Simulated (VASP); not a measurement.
OSZICAR of a VASP run on KBr (rock salt):

### OSZICAR
```
       N       E                     dE             d eps       ncg     rms          rms(c)
DAV:   1     0.109841797020E+03    0.10984E+03   -0.71274E+03   480   0.118E+03
DAV:   2     0.364150942955E+01   -0.10620E+03   -0.98333E+02   612   0.263E+02
DAV:   3    -0.235312192060E+01   -0.59946E+01   -0.59623E+01   640   0.604E+01
DAV:   4    -0.256255336629E+01   -0.20943E+00   -0.20921E+00   848   0.969E+00
DAV:   5    -0.256340641526E+01   -0.85305E-03   -0.85303E-03   628   0.684E-01    0.355E+00
DAV:   6    -0.240006397900E+01    0.16334E+00   -0.27495E-01   576   0.282E+00    0.259E+00
DAV:   7    -0.238879303884E+01    0.11271E-01   -0.12918E-01   604   0.218E+00    0.116E+00
DAV:   8    -0.239585380070E+01   -0.70608E-02   -0.15124E-02   620   0.108E+00    0.138E-01
DAV:   9    -0.239619185811E+01   -0.33806E-03   -0.48785E-04   628   0.160E-01    0.811E-02
DAV:  10    -0.239657804051E+01   -0.38618E-03   -0.43119E-04   552   0.169E-01    0.202E-02
DAV:  11    -0.239658102317E+01   -0.29827E-05   -0.10967E-05   676   0.228E-02    0.515E-03
DAV:  12    -0.239658308401E+01   -0.20608E-05   -0.29878E-06   572   0.143E-02    0.515E-03
DAV:  13    -0.239658314733E+01   -0.63320E-07   -0.25666E-07   624   0.325E-03
   1 F= -.23965831E+01 E0= -.23965831E+01  d E =-.788291E-13
```

**Question.** Which electronic solver shows in the log?

**Answer.** It is blocked Davidson (ALGO = Normal, or the opening steps of other solvers). The INCAR had ALGO = Normal.

**Question.** Can the final energy be trusted as converged?

**Answer.** The calculation finished and met its thresholds. It stopped with EDIFF = 1E-7, NELM = 100 (optB86b-vdW, plane waves, VASP's PBE PAW potentials (set 64)).

The compound is KBr in the rock salt structure. This cell is one point of a volume scan, at 0.97 of the reference volume.
